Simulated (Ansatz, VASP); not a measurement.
# NiTeS (1T-NiSTe monolayer) in two plane-wave programs

One calculation is typed for both programs; each brings its own data sets. How far apart do they land? Of the first pair: The structure shown is the start of the Ansatz relaxation below; VASP solves that cell, so the two are compared at the walk's first step.

Program: Ansatz 0.2.0. Level of theory: plane waves, with VASP 6.6.1 beside it; single point at PBE with D3(BJ). Results are calculated unless marked as measured.

## 1. The structure

The cell holds 3 atoms: 1 Te, 1 Ni and 1 S. Cell: a = 3.565 Å, b = 3.565 Å, c = 35.641 Å, α = 90.0°, β = 90.0°, γ = 120.0°. Vacuum lies along c.

## 2. Ansatz: relaxation, PBE with D3(BJ)

Ansatz runs on its default PAW (the set named soft_2) files.

The two programs are compared at the cell with which this relaxation starts, whose forces are those of its first step.

Input file input.yaml:

```yaml
crystal:
  lattice:
    - [3.565, 0.0, 0.0]
    - [-1.7825, 3.0873805645, 0.0]
    - [0.0, 0.0, 35.64144055]
  atoms:
    - { symbol: Te, position: [0.6666666667, 0.3333333333, 0.4671528351] }
    - { symbol: Ni, position: [0.0, 0.0, 0.5077520179] }
    - { symbol: S, position: [0.3333333333, 0.6666666667, 0.5328471649] }
  periodic: [true, true, false]
kpoints:
  mp_grid: { grid: [12, 12, 1] }
hamiltonian:
  xc: pbe
  dispersion: d3bj
scf:
  occupations: { method: fermi_dirac, width: 0.05 }
  convergence: { dr2_threshold: 1.0e-09 }
relax:
  f_tol: 0.004
  max_steps: 90
  cell: {}
output:
  write_potential: true
  write_density: true
  volumetric_format: npy
```

On the command line:

```console
> ansatz run input.yaml --threads 2 --pin off --max-ram 3072MiB --backend cpu --events-out ev --progress --plain --runs-dir out
```

Numbers of over 12 decimals in the logs are rounded to 6 here.

The program printed:

```text
Warning: relax.cell: scf.convergence.dr2_threshold = 1e-9 eV is looser than the 1.9696521919e-10 eV advised for a relaxation that steers and ends on the stress (1e-10 eV for each atom of the cell: 3, times the square of relax.cell.stress_2d_tol = 0.05 N/m over 12.3 Å (the atoms' height at the walk's start and 5 Å past either face), 4.051e-2 GPa, over a crystal's default 0.05). What an SCF threshold leaves in a stress goes as its square root, and in the free energy as the threshold itself, and one threshold admits the most on a small cell: [figures from the program's tests cut] Set scf.convergence.dr2_threshold to 1.9696521919e-10 eV or tighter. [rest of the remark cut]
Engine: ansatz 0.2.0, x86_64-unknown-linux-gnu
Pseudopotentials: kind: paw
Pseudopotential: Te, paw, valence charge 16, recommended cutoff 420 eV (normal), Te.paw.azcp
Pseudopotential: Ni, paw, valence charge 18, recommended cutoff 420 eV (normal), Ni.paw.azcp
Pseudopotential: S, paw, valence charge 6, recommended cutoff 420 eV (normal), S.paw.azcp
Functional definition: PBE
  parameter kappa = 0.804
  parameter beta = 0.066725
  exchange = pbe_x(kappa = kappa, mu = beta*pi^2/3)
  correlation = pbe_c(beta = beta)
Crystal: 3 atoms, lattice volume = 392.288 Å³
Basis set: ecut = 420 eV, 7565 PW (Γ), exchange–correlation on 48×48×480 points (8 copies of the dense FFT grid, shifted against one another)
Bands: 24, of which v1, the nominal top of the filled ones, is band 20 counted from 1 (19 counted from 0)
Symmetry: 6 space group operations
Space group: P3m1 (ITA 156), of the structure as read, at distance tolerance 7.3e-5 Å
k-points: 19 of 144 (time reversal used)
Non-local potential: Te, projectors of the file, l = 0: 2, l = 1: 2, l = 2: 2, l = 3: 2
Non-local potential: Ni, projectors of the file, l = 0: 3, l = 1: 2, l = 2: 3, l = 3: 1
Non-local potential: S, projectors of the file, l = 0: 2, l = 1: 2, l = 2: 2
PAW form: soft (Blöchl's): semilocal exchange-correlation on the pseudo side does not see the compensation charge
PAW one-centre angular grid: Te, 590 points (default); XC on 64 Gauss nodes
PAW one-centre angular grid: Ni, 590 points (default); XC on 64 Gauss nodes
PAW one-centre angular grid: S, 110 points (default); XC on 64 Gauss nodes
Initial density: superposition of atomic densities (neutral atoms: chi_scale 0, normalization atom), corrected by the library's trained network
Initial wavefunctions: pseudopotential atomic-orbital guess
Functional: x = pbe(κ = 0.804, μ = 0.219515), c = pbe(β = 0.066725)
SCF iter   1: F=—  HF=-13722.867051 eV  |F-HF|=—  |Δ(HF+E_count)|=         —  Δρ=2.05e-3  dr2=8.71e-2  ethr=1.77e-3  ⟨swp⟩=15.9  Hψ=3786  notcnv=0
preconditioner: auto → LDOS  [metal: Δε(μ)=0.059 eV  Ē_g=7.773 eV  σ=0.050 eV  W_gap=0.28  n_scr=20 (ndim 8)  ℏωp=8.8 eV  f_vac=0.819  D(μ)=2.69/eV (n_scr^D=12)  β→1.0]
SCF iter   2: F=—  HF=-13722.864123 eV  |F-HF|=—  |Δ(HF+E_count)|=   2.93e-3  Δρ=8.14e-4  dr2=9.02e-3  ethr=2.18e-4  ⟨swp⟩=4.2  Hψ=980  notcnv=0
SCF iter   3: F=—  HF=-13722.864540 eV  |F-HF|=—  |Δ(HF+E_count)|=   4.17e-4  Δρ=1.28e-3  dr2=7.14e-3  ethr=2.25e-5  ⟨swp⟩=3.1  Hψ=1083  notcnv=0
SCF iter   4: F=—  HF=-13722.863337 eV  |F-HF|=—  |Δ(HF+E_count)|=   1.20e-3  Δρ=2.50e-4  dr2=5.42e-4  ethr=1.79e-5  ⟨swp⟩=2.5  Hψ=848  notcnv=0
SCF iter   5: F=—  HF=-13722.863404 eV  |F-HF|=—  |Δ(HF+E_count)|=   6.68e-5  Δρ=3.11e-4  dr2=2.63e-4  ethr=1.36e-6  ⟨swp⟩=3.4  Hψ=1010  notcnv=0
SCF iter   6: F=—  HF=-13722.863379 eV  |F-HF|=—  |Δ(HF+E_count)|=   2.49e-5  Δρ=5.14e-5  dr2=8.04e-6  ethr=6.57e-7  ⟨swp⟩=2.4  Hψ=629  notcnv=0
SCF iter   7: F=—  HF=-13722.863398 eV  |F-HF|=—  |Δ(HF+E_count)|=   1.86e-5  Δρ=1.61e-5  dr2=6.84e-7  ethr=2.01e-8  ⟨swp⟩=3.4  Hψ=1002  notcnv=0
SCF iter   8: F=—  HF=-13722.863423 eV  |F-HF|=—  |Δ(HF+E_count)|=   2.55e-5  Δρ=5.04e-6  dr2=1.05e-7  ethr=1.71e-9  ⟨swp⟩=3.2  Hψ=958  notcnv=0
SCF iter   9: F=—  HF=-13722.863423 eV  |F-HF|=—  |Δ(HF+E_count)|=   1.66e-8  Δρ=3.97e-6  dr2=5.49e-8  ethr=2.63e-10  ⟨swp⟩=3.0  Hψ=893  notcnv=0
SCF iter  10: F=—  HF=-13722.863423 eV  |F-HF|=—  |Δ(HF+E_count)|=   2.77e-8  Δρ=9.35e-7  dr2=2.25e-9  ethr=1.37e-10  ⟨swp⟩=2.5  Hψ=699  notcnv=0
[...]
SCF 1 converged in 11 iterations: F = -13722.863423 eV  dr2 = 4.25e-10
[...]
SCF 7 converged in 5 iterations: F = -13722.992996 eV  dr2 = 6.58e-10
relax step   7: F+E_penalty+E_count = -13722.99299632 eV  Δ(F+E_penalty+E_count) = -1.409e-6 eV  max|allowed force component| = 6.033e-4 eV/Å  Δτ_max = 0.0005 Å  P = +0.001 N/m  Ω = 368.371 Å³  energy of the carried Pulay correction = +6.833e-4 eV  fix = [c, alpha, beta]  reactions: c +0.000 N/m  (5 SCF iters, accepted)
Initial wavefunctions: pseudopotential atomic-orbital guess (no wavefunctions were taken with the density)
[...]
eigensolver tolerance schedule: the retry pair's looser diagonalisation over-reported the residual by 1121.14 of it (diagonalisation noise at 0.97 of the residual, at the tolerance the schedule requests for it); recorded, not acted on — ethr = c·dr2/N_el stays at c = 1.0e-1
[...]
SCF iter   3: F=—  HF=-13722.992267 eV  |F-HF|=—  |Δ(HF+E_count)|=   1.81e-5  Δρ=1.87e-5  dr2=2.11e-6  ethr=1.21e-9  ⟨swp⟩=3.7  Hψ=1085  notcnv=0
SCF iter   4: F=—  HF=-13722.992277 eV  |F-HF|=—  |Δ(HF+E_count)|=   1.06e-5  Δρ=3.70e-5  dr2=3.28e-6  ethr=1.21e-9  ⟨swp⟩=3.1  Hψ=1068  notcnv=0
SCF iter   5: F=—  HF=-13722.992277 eV  |F-HF|=—  |Δ(HF+E_count)|=   2.64e-7  Δρ=2.85e-6  dr2=8.00e-8  ethr=1.21e-9  ⟨swp⟩=2.8  Hψ=987  notcnv=0
SCF iter   6: F=—  HF=-13722.992278 eV  |F-HF|=—  |Δ(HF+E_count)|=   5.89e-7  Δρ=7.27e-7  dr2=1.23e-9  ethr=2.00e-10  ⟨swp⟩=3.1  Hψ=919  notcnv=0
iter 7 met the thresholds in force, and the SCF goes on: an eigenvalue changes by 1.26 meV, over its tolerance of 1.03 meV (output.eigenvalues, Limitations)
SCF iter   7: F=-13722.992278 eV  HF=-13722.992278 eV  |F-HF|=1.60e-8  |Δ(HF+E_count)|=   2.94e-7  Δρ=1.60e-7  dr2=4.77e-11  ethr=2.50e-12  ⟨swp⟩=18.5  Hψ=4072  notcnv=0
iter 8 met the thresholds in force, and the SCF goes on: an eigenvalue changes by 2.40 meV, over its tolerance of 1.00 meV (output.eigenvalues, Limitations)
SCF iter   8: F=-13722.992278 eV  HF=-13722.992278 eV  |F-HF|=7.71e-10  |Δ(HF+E_count)|=   1.51e-8  Δρ=2.82e-8  dr2=1.65e-12  ethr=1.00e-12  ⟨swp⟩=9.5  Hψ=3009  notcnv=0
Mixer restart at iter 8: flushing history
SCF iter   9: F=-13722.992278 eV  HF=-13722.992278 eV  |F-HF|=7.28e-11  |Δ(HF+E_count)|=  8.08e-10  Δρ=4.73e-8  dr2=2.32e-11  ethr=1.00e-12  ⟨swp⟩=8.1  Hψ=2794  notcnv=0
SCF 8 converged in 9 iterations: F = -13722.992278 eV  dr2 = 2.32e-11
relax step   8: F+E_penalty+E_count = -13722.99227803 eV  Δ(F+E_penalty+E_count) = +7.183e-4 eV  max|allowed force component| = 7.888e-4 eV/Å  Δτ_max = 0.0000 Å  P = +0.005 N/m  Ω = 368.371 Å³  fix = [c, alpha, beta]  reactions: c +0.000 N/m  stress off target by 4.57e-3 N/m on what of the cell is left free  SCF on the basis re-selected at this cell (its energy is not comparable with the rows above)  (9 SCF iters)
basis re-selected at this cell: Δ(F+E_penalty+E_count) = +7.183e-4 eV, ΔP = +0.003 N/m vs the last step (what re-selecting the basis moved, of the pressure what is left beyond the Pulay correction that the steps carried, after the strain that the cell walked since its last selection, with what the two solves' SCF thresholds leave and, on support functions, any second-order correction that the steps lacked; it is no m [...]
WARN: The output density's exchange-correlation potential varies sharply where the density is thin. Do not read a vacuum level from v_tot or v_xc, or from such a field of the output density. On a cell that repeats whose density bears no net charge and no dipole along the vacuum's axis use v_es (v_loc + v_h of the components); under efield.dipole_correction with no amplitude use v_es + v_field, which holds any externa [...]
SCF converged after 9 iterations
an eigenvalue changed by more than its tolerance at an iteration that met the thresholds in force, so the SCF went on 2 times, its first undamped step at iteration 8: the last check found none over its tolerance
Free energy (F): -13722.992278 eV
Harris-Foulkes:  -13722.992278 eV  (|F-HF|=7.28e-11)
Internal energy: -13722.979062 eV  (E = F + TS)
E sigma→0 (E₀):  -13722.985670 eV
Entropy (-TS):   -0.013216 eV (-4.405 meV/atom)
Fermi energy:    -5.037180 eV
--- Per-component energies (eV) ---
  E_band       = -1270.478548
  E_kinetic    = 569.589649
  E_local      = -112802.061318  (includes V_loc(G=0)·N_el)
  E_nonlocal   = 353.364713
  E_hartree    = 55909.304891
  E_xc         = -305.958765
  E_vxc        = -300.623865  (∫ρ·V_xc dr)
  E_paw        = -6891.952910  (= ΣΔE_a)
  E_vpaw       = -909.357377  (= ΣTr[D̂ρ^β])
  E_aug_tail   = 0.000296  (compensation charges beyond the density's cutoff)
  E_ewald      = 49445.601181
  E_disp       = -0.866800  (pairwise vdW)
  E_smearing   = -0.013216  (= −TS)
  E_closure    = -0.000000  (closes the sum)
  Σ components = -13722.992278   (vs F -13722.992278, Δ=0.00e0)
--- Forces (eV/Å), atoms counted from 1 ---
  atom   1  Te     0.00000000    -0.00000000    -0.00022977
  atom   2  Ni     0.00000000     0.00000000    -0.00055951
  atom   3  S      0.00000000    -0.00000000     0.00078860
  max |Σ_I F_I| component: 6.77e-7 eV/Å
--- 2D stress c σ (N/m, compression-positive) ---
        0.004567      -0.000000       0.000000
       -0.000000       0.004567       0.000000
        0.000000       0.000000       0.000000
  P = ½ c Tr σ = 0.0046 N/m
--- Band table (eV; the first three rows and the last of 19) ---
  k-point 0: bands = [... 16 lower, -7.4114, -5.6750, -4.5466, -4.5466, -2.7000, -2.7000, -1.4137, -0.4790]
  k-point 1: bands = [... 16 lower, -7.3513, -5.6971, -4.8964, -4.6665, -3.3171, -2.8274, -1.2878, -0.3551]
  k-point 2: bands = [... 16 lower, -7.2867, -6.0516, -5.3000, -5.0095, -4.3671, -3.0838, -0.9438, -0.0022]
  k-point 18: bands = [... 16 lower, -7.9071, -7.0740, -6.7719, -6.4599, -5.3101, -4.0311, -0.3213, 1.4085]
  the weakly bound empty levels are not read free of the cell's end (no_gap_told)
--- Relaxed structure (7 steps of the walk, 7 accepted, 1 SCFs on fresh bases) ---
  F+E_penalty+E_count = -13722.99227803 eV   max|allowed force component| = 7.888e-4 eV/Å   (the final SCF, on the basis selected at the relaxed cell)
  cell:  # Å, volume = 368.3713 Å³
    - [3.454617, -4.084981512026661e-18, 0]
    - [-1.727309, 2.991786, 0]
    - [0, 0, 35.64144055]
  atoms:
    - { symbol: Te, position: [0.666667, 0.333333, 0.462549] }
    - { symbol: Ni, position: [-1.9634812782439335e-19, 0, 0.507221] }
    - { symbol: S, position: [0.333333, 0.666667, 0.537982] }
```

In the SCF lines HF is the Harris–Foulkes energy and dr2 the Hartree energy of the density residual, in eV; the loop may stop once dr2 is under the threshold and the program's other checks hold. Hψ counts applications of the Hamiltonian.

## 3. VASP: single point, PBE with D3(BJ), start cell, pair 1

The same cell, functional, mesh and smearing now go to VASP, with its own data sets.

Lines of VASP's logs that name or quote its potential files are left out, and so is its time.

Input file INCAR:

```
SYSTEM = NiTeS
PREC = Accurate
ENCUT = 520
EDIFF = 1E-06
NELM = 120
ISMEAR = -1
SIGMA = 0.05
LREAL = .FALSE.
ALGO = Normal
GGA = PE
IVDW = 12
NBANDS = 17
LASPH = .TRUE.
LORBIT = 11
LWAVE = .FALSE.
LCHARG = .FALSE.
ISIF = 2
LDIPOL = .TRUE.
IDIPOL = 3
DIPOL = 0.5 0.5 0.503
LVHAR = .TRUE.
GGA_COMPAT = .FALSE.
NELMDL = -8
```

Input file POSCAR:

```
NiTeS
1.0
    3.5650000000      0.0000000000      0.0000000000
   -1.7825000000      3.0873810000      0.0000000000
    0.0000000000      0.0000000000     35.6414410000
Te Ni S
1 1 1
Direct
    0.6666666667      0.3333333333      0.4671528292
    0.0000000000      1.0000000000      0.5077520014
    0.3333333334      0.6666666666      0.5328471708
```

Input file KPOINTS:

```
Automatic mesh
0
Gamma
12 12 1
0 0 0
```

PAW data sets: Te, Ni and S (PBE family, release 64).

On the command line:

```console
> mpirun -np 1 vasp_std
```

The program printed:

```text
[banner, memory and clock lines left out]
running    1 mpi-ranks, on    1 nodes
 distrk:  each k-point on    1 cores,    1 groups
 distr:  one band on    1 cores,    1 groups

 POSCAR found type information on POSCAR TeNiS
 POSCAR found :  3 types and       3 ions
 LDA part: xc-table for (Slater+PW92), standard interpolation
 POSCAR, INCAR and KPOINTS ok, starting setup
 FFT: planning ... GRIDC
 FFT: planning ... GRID_SOFT
 FFT: planning ... GRID
 WAVECAR not read
 entering main loop
       N       E                     dE             d eps       ncg     rms          rms(c)
DAV:   1     0.154198469170E+03    0.15420E+03   -0.67274E+03   646   0.891E+02
DAV:   2     0.618005174003E+01   -0.14802E+03   -0.14005E+03   837   0.203E+02
DAV:   3    -0.144371985893E+02   -0.20617E+02   -0.20235E+02   871   0.796E+01
DAV:   4    -0.150135579640E+02   -0.57636E+00   -0.57415E+00   900   0.158E+01
DAV:   5    -0.150295608379E+02   -0.16003E-01   -0.16002E-01  1058   0.233E+00
DAV:   6    -0.150296584091E+02   -0.97571E-04   -0.97568E-04   935   0.175E-01
DAV:   7    -0.150296628958E+02   -0.44868E-05   -0.44868E-05  1067   0.338E-02
DAV:   8    -0.150296629379E+02   -0.42056E-07   -0.42027E-07   768   0.322E-03    0.169E+01
DAV:   9    -0.207014840573E+02   -0.56718E+01   -0.55987E+01   723   0.158E+02    0.301E+01
DAV:  10    -0.147681424912E+02    0.59333E+01   -0.81885E+00   859   0.645E+01    0.139E+01
DAV:  11    -0.134029647532E+02    0.13652E+01   -0.12160E+01   940   0.817E+01    0.820E+00
DAV:  12    -0.130381380923E+02    0.36483E+00   -0.34531E+00   854   0.318E+01    0.271E+00
DAV:  13    -0.130174450924E+02    0.20693E-01   -0.25775E-01   987   0.464E+00    0.161E+00
DAV:  14    -0.130176737097E+02   -0.22862E-03   -0.20421E-02   788   0.101E+00    0.148E+00
[...]
DAV:  25    -0.130122137808E+02   -0.55317E-04   -0.94253E-06   755   0.241E-02    0.127E-02
DAV:  26    -0.130122275035E+02   -0.13723E-04   -0.95710E-07   672   0.686E-03    0.928E-03
DAV:  27    -0.130122437889E+02   -0.16285E-04   -0.10595E-06   636   0.594E-03    0.447E-03
DAV:  28    -0.130122518014E+02   -0.80125E-05   -0.34292E-07   671   0.334E-03    0.242E-03
DAV:  29    -0.130122560412E+02   -0.42397E-05   -0.20199E-07   664   0.387E-03    0.209E-03
DAV:  30    -0.130122607638E+02   -0.47226E-05   -0.10615E-07   636   0.295E-03    0.315E-03
DAV:  31    -0.130122630832E+02   -0.23194E-05   -0.56320E-08   691   0.142E-03    0.141E-03
DAV:  32    -0.130122638405E+02   -0.75730E-06   -0.33638E-08   699   0.913E-04
   1 F= -.13851171E+02 E0= -.13840561E+02  d E =-.212198E-01
```

From OUTCAR (step 3):

```text
ion  position               nearest neighbor table
   1  0.667  0.333  0.467-   2 2.52   2 2.52   2 2.52   3 3.12   3 3.12   3 3.12
   2  0.000  0.000  0.508-   3 2.24   3 2.24   3 2.24   1 2.52   1 2.52   1 2.52
   3  0.333  0.667  0.533-   2 2.24   2 2.24   2 2.24   1 3.12   1 3.12   1 3.12

  LATTYP: Found a hexagonal cell.
 ALAT       =     3.5650000000
 C/A-ratio  =     9.9975991585

 Subroutine GETGRP returns: Found  6 space group operations
 (whereof  6 operations were pure point group operations)

The static configuration has the point symmetry C_3v.

 Found     19 irreducible k-points:

   k-points           NKPTS =     19   k-points in BZ     NKDIM =     19   number of bands    NBANDS=     17

   dimension x,y,z NGX =    28 NGY =   28 NGZ =  270
   dimension x,y,z NGXF=    56 NGYF=   56 NGZF=  540

   ENCUT  =  520.0 eV  38.22 Ry    6.18 a.u.   6.63  6.63 66.27*2*pi/ulx,y,z

   NELECT =      22.0000    total number of electrons

 k-points in reciprocal lattice and weights: Automatic mesh
   0.00000000  0.00000000  0.00000000       0.007
   0.08333333 -0.00000000  0.00000000       0.042
   0.16666667 -0.00000000  0.00000000       0.042
   0.25000000 -0.00000000  0.00000000       0.042
   0.33333333  0.00000000  0.00000000       0.042
   0.41666667  0.00000000  0.00000000       0.042
   0.50000000 -0.00000000  0.00000000       0.021
   0.08333333  0.08333333  0.00000000       0.042
   0.16666667  0.08333333  0.00000000       0.083
[...]
0.33333333  0.25000000  0.00000000       0.083
   0.33333333  0.33333333  0.00000000       0.014

 dipolmoment           0.000000      0.000000      0.080821 electrons x Angstroem

 average (electrostatic) potential at core
       1 -98.2098       2 -95.1491       3 -94.9921

 E-fermi :  -3.0361

 k-point     1 :       0.0000    0.0000    0.0000
  band No.  band energies     occupation
    ...
      5      -7.6138      2.00000
      6      -5.5932      2.00000
      7      -5.5932      2.00000
      8      -5.1011      2.00000
      9      -3.3765      1.99780
     10      -2.9439      0.27350
     11      -2.9439      0.27349
     12      -1.1942      0.00000
     13      -1.1942      0.00000
     14       0.5029      0.00000
    ...

 k-point     2 :       0.0833   -0.0000    0.0000
  band No.  band energies     occupation
    ...
      7      -5.6320      2.00000
      8      -5.0794      2.00000
      9      -3.5402      1.99992
     10      -3.1737      1.88011
     11      -3.1084      1.61868
     12      -1.6067      0.00000
     13      -1.2296      0.00000
     14       0.6440      0.00000
     15       1.3975      0.00000
     16       1.8220      0.00000
    ...

 k-point     3 :       0.1667   -0.0000    0.0000
  band No.  band energies     occupation
    ...
      7      -5.7333      2.00000
      8      -5.1147      2.00000
      9      -4.2729      2.00000
     10      -3.5302      1.99990
     11      -3.0968      1.54235
     12      -2.4069      0.00001
     13      -1.3082      0.00000
     14       0.9766      0.00000
     15       1.7296      0.00000
     16       2.1459      0.00000
    ...

 Edisp (eV)   -0.83891

  Total       0.94386     0.94386     1.77687     0.00000     0.00000     0.00000
  in kB       3.85488     3.85489     7.25708     0.00000     0.00000     0.00000
  external pressure =        4.99 kB  Pullay stress =        0.00 kB

  energy-cutoff  :      520.00
  volume of cell :      392.29
      direct lattice vectors                 reciprocal lattice vectors
     3.565000000  0.000000000  0.000000000     0.280504909  0.161949562  0.000000000
    -1.782500000  3.087381000  0.000000000     0.000000000  0.323899124  0.000000000
     0.000000000  0.000000000 35.641441000     0.000000000  0.000000000  0.028057227

 POSITION                                       TOTAL-FORCE (eV/Angst)
 -----------------------------------------------------------------------------------
      1.78250      1.02913     16.65000         0.000000     -0.000000     -0.558563
      0.00000      0.00000     18.09701        -0.000000      0.000000     -0.534116
      0.00000      2.05825     18.99144        -0.000000     -0.000000      1.092679
 -----------------------------------------------------------------------------------
    total drift:                               -0.000001      0.000001      0.000639

  FREE ENERGIE OF THE ION-ELECTRON SYSTEM (eV)
  ---------------------------------------------------
  free  energy   TOTEN  =       -13.8511714106 eV

  energy  without entropy=      -13.8299515790  energy(sigma->0) =      -13.84056149

 vacuum level on the upper side and lower side of the slab         2.491         1.163

 total charge
# of ion       s       p       d       tot
------------------------------------------
    1        1.405   1.881   0.065   3.352
    2        0.478   0.629   8.382   9.490
    3        1.360   2.284   0.000   3.645
--------------------------------------------------
tot          3.244   4.795   8.447  16.486

[... 3 further parts left out ...]
```

This run has no spin polarisation, so a moment on Ni, if there is one, isn't seen.

(Continued in part 2 of 2.)

[Lines on the potential files, build, host, timing and source positions are cut from VASP's logs without a mark.]

[Logs are printed without paths, hosts, clocks, repeated set-up lines and the standing remarks that a program may print on its own settings, such as how far it seeks lower states.]

[Hosts, paths, dates, database ids (printed as entryN), source tags and the programs' standing remarks are cut or masked in the printed files.]
